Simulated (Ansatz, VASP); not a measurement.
# HfB2: VASP beside Ansatz

Wanted: the spread between two codes on one cell, functional and k mesh. The cell is taken from a series of runs on this material, whose earlier steps may have relaxed, scaled, displaced or heated it; both programs get it as it stands.

Main program and level: Ansatz 0.2.0; plane waves, with VASP 6.6.1 beside it; zone-centre phonons at LDA.

### 1. The starting structure

The structure is hexagonal, space group P6/mmm (No. 191). Conventional cell: a = 3.064 Å, b = 3.064 Å, c = 3.369 Å, α = 90.00°, β = 90.00°, γ = 120.00°. B has 3 B at 1.77 Å and 6 Hf at 2.44 Å nearest. Nearest to Hf lie 12 B at 2.44 Å. Farther neighbours are not listed.

### 2. VASP: zone-centre phonons, LDA

Second derivatives magnify differences that forces hide, and they need a tight electronic threshold.

Lines of VASP's logs that name or quote its potential files are left out, and so is its time.

Contents of INCAR:

```
SYSTEM = HfB2
PREC = Accurate
ENCUT = 500
EDIFF = 1E-08
NELM = 120
ISMEAR = 1
SIGMA = 0.2
LREAL = .FALSE.
ALGO = Normal
GGA = CA
NBANDS = 14
LASPH = .TRUE.
LORBIT = 11
LWAVE = .FALSE.
LCHARG = .FALSE.
ISIF = 2
IBRION = 8
GGA_COMPAT = .FALSE.
KPAR = 2
```

Contents of POSCAR:

```
HfB2
1.0
    3.0640564702      0.0000000000      0.0000000000
   -1.5320282351      2.6535507418      0.0000000000
    0.0000000000      0.0000000000      3.3693539118
B Hf
2 1
Direct
    0.3333333333      0.6666666667      0.5000000000
    0.6666666667      0.3333333333      0.5000000000
    0.0000000000      0.0000000000      0.0000000000
```

Contents of KPOINTS:

```
Automatic mesh
0
Gamma
15 15 12
0 0 0
```

PAW data sets: B and Hf_pv (LDA family, release 64).

Launch:

```bash
$ mpirun -np 2 vasp_std
```

Numbers of over 12 decimals in the logs are rounded to 6 here.

Output:

```text
[banner, memory and clock lines left out]
running    2 mpi-ranks, on    1 nodes
 distrk:  each k-point on    1 cores,    2 groups
 distr:  one band on    1 cores,    1 groups

 POSCAR found type information on POSCAR B Hf
 POSCAR found :  2 types and       3 ions
 LDA part: xc-table for (Slater(with rela. corr.)+CA(PZ))
 , standard interpolation
 POSCAR, INCAR and KPOINTS ok, starting setup
 FFT: planning ... GRIDC
 FFT: planning ... GRID_SOFT
 FFT: planning ... GRID
 WAVECAR not read
 entering main loop
       N       E                     dE             d eps       ncg     rms          rms(c)
DAV:   1     0.260766762791E+02    0.26077E+02   -0.80587E+03  5292   0.106E+03
DAV:   2    -0.300069215594E+02   -0.56084E+02   -0.52641E+02  6912   0.227E+02
DAV:   3    -0.314805285974E+02   -0.14736E+01   -0.14659E+01  7134   0.277E+01
DAV:   4    -0.314867031285E+02   -0.61745E-02   -0.61738E-02  6102   0.216E+00
DAV:   5    -0.314867390243E+02   -0.35896E-04   -0.35895E-04  7044   0.142E-01    0.612E+01
DAV:   6    -0.290427287953E+02    0.24440E+01   -0.37010E+00  6330   0.137E+01    0.444E+01
DAV:   7    -0.289905268209E+02    0.52202E-01   -0.12436E+00  6750   0.808E+00    0.119E+01
DAV:   8    -0.289098250016E+02    0.80702E-01   -0.35617E-01  6324   0.452E+00    0.171E+00
DAV:   9    -0.289050314173E+02    0.47936E-02   -0.26852E-02  6186   0.133E+00    0.464E-01
DAV:  10    -0.289047812885E+02    0.25013E-03   -0.10106E-03  6636   0.276E-01    0.265E-01
DAV:  11    -0.289047863041E+02   -0.50155E-05   -0.58857E-05  6450   0.594E-02    0.734E-02
DAV:  12    -0.289047847149E+02    0.15892E-05   -0.32006E-06  6360   0.138E-02    0.222E-02
DAV:  13    -0.289047847279E+02   -0.13000E-07   -0.21171E-07  6654   0.371E-03    0.527E-03
DAV:  14    -0.289047847146E+02    0.13246E-07   -0.28259E-08  6148   0.140E-03    0.381E-03
DAV:  15    -0.289047847141E+02    0.55570E-09   -0.41255E-09  3018   0.547E-04
   1 F= -.28904785E+02 E0= -.28904879E+02  d E =0.284079E-03
 Linear response reoptimize wavefunctions to high precision
DAV:   1    -0.289047847140E+02    0.42746E-10   -0.40289E-10  3522   0.180E-04
 Linear response DOF=           4
 Linear response progress:
  Degree of freedom:   1/  4
       N       E                     dE             d eps       ncg     rms          rms(c)
RMM:   1    -0.465122734976E-01   -0.46512E-01    0.24489E-02 53106   0.119E+00
RMM:   2    -0.451023178053E-01    0.14100E-02   -0.12440E-03 37374   0.210E-01    0.317E-01
RMM:   3    -0.448758096648E-01    0.22651E-03   -0.64547E-04 33488   0.130E-01    0.167E-01
RMM:   4    -0.454317846480E-01   -0.55597E-03   -0.61706E-04 33884   0.121E-01    0.213E-02
RMM:   5    -0.453966623238E-01    0.35122E-04   -0.17934E-05 36839   0.244E-02    0.700E-03
RMM:   6    -0.453946261143E-01    0.20362E-05   -0.74326E-07 39481   0.438E-03    0.248E-03
RMM:   7    -0.453903369116E-01    0.42892E-05   -0.86483E-08 39843   0.170E-03    0.138E-03
RMM:   8    -0.453914229794E-01   -0.10861E-05   -0.10237E-08 41693   0.334E-04    0.538E-04
RMM:   9    -0.453919108615E-01   -0.48788E-06   -0.10529E-08 41593   0.106E-04    0.161E-04
RMM:  10    -0.453919178762E-01   -0.70147E-08   -0.41122E-09 41282   0.443E-05    0.276E-05
 first order change of Fermi-energy   0.12169E-04
 force on displaced ion       1 direction 1 : -19.658  -0.000   0.000
 Linear response progress:
  Degree of freedom:   2/  4
       N       E                     dE             d eps       ncg     rms          rms(c)
RMM:   1    -0.469955987638E-01   -0.46996E-01    0.45992E-02 18352   0.135E+00
RMM:   2    -0.468312077856E-01    0.16439E-03   -0.10834E-03 13326   0.205E-01    0.516E-01
RMM:   3    -0.465980459175E-01    0.23316E-03   -0.88983E-04 12086   0.153E-01    0.241E-01
RMM:   4    -0.470603299087E-01   -0.46228E-03   -0.45035E-04 13211   0.101E-01    0.325E-02
RMM:   5    -0.471045352848E-01   -0.44205E-04   -0.22844E-05 13411   0.302E-02    0.986E-03
RMM:   6    -0.471036907258E-01    0.84456E-06   -0.11840E-06 13607   0.644E-03    0.268E-03
RMM:   7    -0.470903089181E-01    0.13382E-04   -0.23862E-07 12932   0.244E-03    0.287E-04
RMM:   8    -0.470900581873E-01    0.25073E-06   -0.17547E-08 14465   0.479E-04    0.129E-04
RMM:   9    -0.470900770204E-01   -0.18833E-07    0.14693E-08 14330   0.988E-05    0.723E-05
RMM:  10    -0.470901488754E-01   -0.71855E-07    0.16109E-09 15313   0.217E-05    0.209E-05
RMM:  11    -0.470901201462E-01    0.28729E-07   -0.12061E-09 14244   0.101E-05    0.248E-06
RMM:  12    -0.470901231549E-01   -0.30087E-08    0.24693E-09 12860   0.234E-06    0.112E-06
 first order change of Fermi-energy  -0.53573E-04
 force on displaced ion       1 direction 3 :  -0.000   0.000 -12.168
 Linear response progress:
  Degree of freedom:   3/  4
       N       E                     dE             d eps       ncg     rms          rms(c)
RMM:   1    -0.202840908574E+00   -0.20284E+00    0.46449E+00 13934   0.123E+01
RMM:   2    -0.199027086921E+00    0.38138E-02   -0.32062E-02 19322   0.122E+00    0.584E-01
RMM:   3    -0.198473671091E+00    0.55342E-03   -0.10112E-03 25173   0.154E-01    0.253E-01
RMM:   4    -0.198057459964E+00    0.41621E-03   -0.69229E-05 26368   0.486E-02    0.157E-01
RMM:   5    -0.197650004925E+00    0.40746E-03   -0.27237E-05 26730   0.345E-02    0.121E-02
RMM:   6    -0.197644995871E+00    0.50091E-05   -0.18952E-06 25587   0.972E-03    0.425E-03
RMM:   7    -0.197659819560E+00   -0.14824E-04   -0.43041E-07 27887   0.241E-03    0.456E-03
RMM:   8    -0.197660380901E+00   -0.56134E-06   -0.92468E-07 26953   0.534E-04    0.848E-04
RMM:   9    -0.197660155589E+00    0.22531E-06   -0.95603E-07 28510   0.203E-04    0.509E-04
RMM:  10    -0.197660535653E+00   -0.38006E-06   -0.64176E-07 27995   0.679E-05    0.165E-05
RMM:  11    -0.197660514950E+00    0.20703E-07   -0.28574E-07 28154   0.255E-05    0.449E-05
RMM:  12    -0.197660541358E+00   -0.26408E-07   -0.14094E-07 26940   0.120E-05    0.150E-05
RMM:  13    -0.197660547635E+00   -0.62774E-08   -0.68344E-08 21717   0.608E-06    0.532E-06
 first order change of Fermi-energy   0.70221E-04
 force on displaced ion       3 direction 1 : -16.784   0.000   0.000
 Linear response progress:
  Degree of freedom:   4/  4
       N       E                     dE             d eps       ncg     rms          rms(c)
RMM:   1    -0.225426930640E+00   -0.22543E+00    0.45577E+00  6052   0.125E+01
RMM:   2    -0.222061538132E+00    0.33654E-02   -0.37024E-02  8148   0.130E+00    0.961E-01
RMM:   3    -0.221650296851E+00    0.41124E-03   -0.21768E-03 10506   0.205E-01    0.476E-01
RMM:   4    -0.221292654622E+00    0.35764E-03   -0.22555E-04  9971   0.739E-02    0.179E-01
RMM:   5    -0.221093427336E+00    0.19923E-03   -0.23939E-05 10652   0.296E-02    0.273E-02
RMM:   6    -0.221044289739E+00    0.49138E-04   -0.27817E-06 10574   0.894E-03    0.549E-03
RMM:   7    -0.221055337295E+00   -0.11048E-04    0.13544E-05 11139   0.322E-03    0.575E-03
RMM:   8    -0.221050742872E+00    0.45944E-05    0.21349E-05 11527   0.933E-04    0.155E-03
RMM:   9    -0.221049797994E+00    0.94488E-06    0.11108E-05 11810   0.308E-04    0.105E-04
RMM:  10    -0.221049693670E+00    0.10432E-06    0.50802E-06 12510   0.112E-04    0.522E-05
RMM:  11    -0.221049640868E+00    0.52801E-07    0.23307E-06 12071   0.464E-05    0.636E-05
RMM:  12    -0.221049641564E+00   -0.69549E-09    0.11400E-06 11289   0.244E-05    0.104E-05
RMM:  13    -0.221049632412E+00    0.91517E-08    0.58294E-07  9847   0.115E-05    0.847E-06
RMM:  14    -0.221049623167E+00    0.92454E-08    0.29898E-07  9250   0.670E-06    0.443E-07
RMM:  15    -0.221049623347E+00   -0.18026E-09    0.14320E-07  7079   0.372E-06    0.951E-07
RMM:  16    -0.221049620647E+00    0.27002E-08    0.76490E-08  6877   0.263E-06    0.732E-07
 first order change of Fermi-energy   0.25012E-04
 force on displaced ion       3 direction 3 :  -0.000   0.000 -19.538
 Linear response finished
```

From OUTCAR (step 2):

```text
ion  position               nearest neighbor table
   1  0.333  0.667  0.500-   2 1.77   2 1.77   2 1.77   3 2.44   3 2.44   3 2.44   3 2.44   3 2.44
                             3 2.44
   2  0.667  0.333  0.500-   1 1.77   1 1.77   1 1.77   3 2.44   3 2.44   3 2.44   3 2.44   3 2.44
                             3 2.44
   3  0.000  0.000  0.000-   1 2.44   2 2.44   1 2.44   2 2.44   1 2.44   1 2.44   2 2.44   2 2.44
                             2 2.44   2 2.44   1 2.44   1 2.44

  LATTYP: Found a hexagonal cell.
 ALAT       =     3.0640564702
 C/A-ratio  =     1.0996383208

 Subroutine GETGRP returns: Found 24 space group operations
 (whereof 24 operations were pure point group operations)

The static configuration has the point symmetry D_6h.

 Found    189 irreducible k-points:

   k-points           NKPTS =    189   k-points in BZ     NKDIM =    189   number of bands    NBANDS=     14

   dimension x,y,z NGX =    24 NGY =   24 NGZ =   28
   dimension x,y,z NGXF=    48 NGYF=   48 NGZF=   56

   ENCUT  =  500.0 eV  36.75 Ry    6.06 a.u.   5.59  5.59  6.14*2*pi/ulx,y,z

   NELECT =      16.0000    total number of electrons

 k-points in reciprocal lattice and weights: Automatic mesh
   0.00000000  0.00000000  0.00000000       0.000
   0.06666667  0.00000000  0.00000000       0.002
   0.13333333  0.00000000  0.00000000       0.002
   0.20000000  0.00000000  0.00000000       0.002
   0.26666667  0.00000000  0.00000000       0.002
   0.33333333  0.00000000  0.00000000       0.002
   0.40000000  0.00000000  0.00000000       0.002
   0.46666667  0.00000000  0.00000000       0.002
   0.06666667  0.06666667  0.00000000       0.002
[...]
0.33333333  0.26666667  0.50000000       0.004
   0.33333333  0.33333333  0.50000000       0.001

 average (electrostatic) potential at core
       1 -29.3674       2 -29.3674       3 -33.5109

  Total        2.1906279      2.1906279      2.3229012      0.0000000      0.0000000      0.0000000
  in kB      128.1174841    128.1174840    135.8534040      0.0000000      0.0000000      0.0000000
  external PRESSURE =     130.6961240 kB  Pullay stress =       0.0000000 kB

  energy-cutoff  :      500.00
  volume of cell :       27.39
      direct lattice vectors                 reciprocal lattice vectors
     3.064056470  0.000000000  0.000000000     0.326364742  0.188426772  0.000000000
    -1.532028235  2.653550742  0.000000000     0.000000000  0.376853544  0.000000000
     0.000000000  0.000000000  3.369353912     0.000000000  0.000000000  0.296792805

 POSITION                                       TOTAL-FORCE (eV/Angst)
 -----------------------------------------------------------------------------------
     -0.00000      1.76903      1.68468         0.000000      0.000000      0.000000
      1.53203      0.88452      1.68468        -0.000000     -0.000000      0.000000
      0.00000      0.00000      0.00000        -0.000000      0.000000      0.000000
 -----------------------------------------------------------------------------------
    total drift:                               -0.000000      0.000000      0.000000

 Eigenvectors and eigenvalues of the dynamical matrix
 ----------------------------------------------------

   1 f  =   26.440209 THz   166.128736 2PiTHz  881.950455 cm-1   109.347871 meV
             X         Y         Z           dx          dy          dz
     -0.000000  1.769034  1.684677    -0.707107    0.000000   -0.000000
      1.532028  0.884517  1.684677     0.707107   -0.000000    0.000000
      0.000000  0.000000  0.000000    -0.000000    0.000000    0.000000

   2 f  =   26.440209 THz   166.128736 2PiTHz  881.950455 cm-1   109.347871 meV
             X         Y         Z           dx          dy          dz
     -0.000000  1.769034  1.684677     0.000000    0.707107   -0.000000
      1.532028  0.884517  1.684677    -0.000000   -0.707107    0.000000
      0.000000  0.000000  0.000000     0.000000    0.000000    0.000000

   3 f  =   18.147053 THz   114.021296 2PiTHz  605.320526 cm-1    75.050146 meV
             X         Y         Z           dx          dy          dz
     -0.000000  1.769034  1.684677     0.000000   -0.000000   -0.707107
      1.532028  0.884517  1.684677     0.000000    0.000000    0.707107
      0.000000  0.000000  0.000000    -0.000000    0.000000    0.000000

   4 f  =   15.734738 THz    98.864275 2PiTHz  524.854368 cm-1    65.073619 meV
             X         Y         Z           dx          dy          dz
     -0.000000  1.769034  1.684677     0.000000   -0.000000   -0.667812
      1.532028  0.884517  1.684677     0.000000   -0.000000   -0.667812
      0.000000  0.000000  0.000000     0.000000   -0.000000    0.328718

   5 f  =   14.584487 THz    91.637033 2PiTHz  486.486111 cm-1    60.316563 meV
             X         Y         Z           dx          dy          dz
     -0.000000  1.769034  1.684677    -0.667817    0.000000   -0.000000
      1.532028  0.884517  1.684677    -0.667817    0.000000    0.000000
      0.000000  0.000000  0.000000     0.328696   -0.000000    0.000000

   6 f  =   14.584487 THz    91.637033 2PiTHz  486.486111 cm-1    60.316563 meV
             X         Y         Z           dx          dy          dz
     -0.000000  1.769034  1.684677     0.000000    0.667817   -0.000000
      1.532028  0.884517  1.684677     0.000000    0.667817   -0.000000
      0.000000  0.000000  0.000000    -0.000000   -0.328696    0.000000

   7 f/i=    0.000151 THz     0.000948 2PiTHz    0.005033 cm-1     0.000624 meV
             X         Y         Z           dx          dy          dz
     -0.000000  1.769034  1.684677     0.000000    0.000000    0.232439
      1.532028  0.884517  1.684677     0.000000    0.000000    0.232439
      0.000000  0.000000  0.000000    -0.000000    0.000001    0.944428

   8 f/i=    0.000199 THz     0.001250 2PiTHz    0.006637 cm-1     0.000823 meV
             X         Y         Z           dx          dy          dz
     -0.000000  1.769034  1.684677     0.000000    0.232423   -0.000000
      1.532028  0.884517  1.684677     0.000000    0.232423   -0.000000
      0.000000  0.000000  0.000000    -0.000000    0.944436   -0.000001

   9 f/i=    0.000199 THz     0.001250 2PiTHz    0.006637 cm-1     0.000823 meV
             X         Y         Z           dx          dy          dz
     -0.000000  1.769034  1.684677     0.232423    0.000000    0.000000
      1.532028  0.884517  1.684677     0.232423    0.000000    0.000000
      0.000000  0.000000  0.000000     0.944436   -0.000000    0.000000

 ELASTIC MODULI CONTR FROM IONIC RELAXATION (kBar)
 Direction    XX          YY          ZZ          XY          YZ          ZX
 --------------------------------------------------------------------------------
 XX          -0.3750      0.3750      0.0000     -0.0000      0.0000      0.0000
 YY           0.3750     -0.3750      0.0000      0.0000      0.0000      0.0000
 ZZ           0.0000      0.0000      0.0000      0.0000      0.0000      0.0000
 XY          -0.0000      0.0000      0.0000     -0.3750      0.0000      0.0000
 YZ           0.0000      0.0000      0.0000      0.0000      0.0000      0.0000
 ZX           0.0000      0.0000      0.0000      0.0000      0.0000      0.0000
 --------------------------------------------------------------------------------
```

Harder data sets than Hf_pv exist (the GW ones), and pressures, volumes and forces can shift noticeably with them.

(Part 1 of 2 ends here.)

[Lines on the potential files, build, host, timing and source positions are cut from VASP's logs without a mark.]

[Logs are printed without paths, hosts, clocks, repeated set-up lines and the standing remarks that a program may print on its own settings, such as how far it seeks lower states.]

[Hosts, paths, dates, database ids (printed as entryN), source tags and the programs' standing remarks are cut or masked in the printed files.]
